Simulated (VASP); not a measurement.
The system is CuF2.

```xyz
6
Lattice="4.8565 0.0000 0.0000 0.0000 4.8565 0.0000 0.0000 0.0000 3.1924" Properties=species:S:1:pos:R:3 pbc="T T T"
Cu    0.0000    0.0000    0.0000
Cu    2.4283    2.4283    1.5962
F     1.4764    1.4764    0.0000
F     3.3801    3.3801    0.0000
F     3.9046    0.9519    1.5962
F     0.9519    3.9046    1.5962
```

The cell was built by a generator and needn't be a form met in nature.

Base run:

| Quantity | Value |
| --- | --- |
| Program | VASP 6.6.1 |
| Functional | LDA |
| Potentials or basis | VASP PAW LDA potentials, release 64 (Cu, F) |
| Cutoff | 520 eV |
| k mesh | 5 × 5 × 7 |
| Occupations | fermi-dirac, width 0.0169 eV |
| Spin | collinear spin, typed start |
| Starting moments | [1.0, 1.0, 0.0, 0.0, 0.0, 0.0] μB |
| Hubbard terms | Cu d U = 2.26 eV |

Its results: net moment 2.00 μB per cell; site moments Cu +0.70; F +0.14 μB.

**Question.** The run is repeated on the same cell with these changes: moments at the start from [1.0, 1.0, 0.0, 0.0, 0.0, 0.0] to [1.0, -1.0, 0.0, 0.0, 0.0, 0.0]. What comes out?

**Answer.** Net moment 0.00 μB per cell; site moments Cu +0.65, -0.65; F +0.04, -0.04 μB.

Not every run made on this cell is shown here.
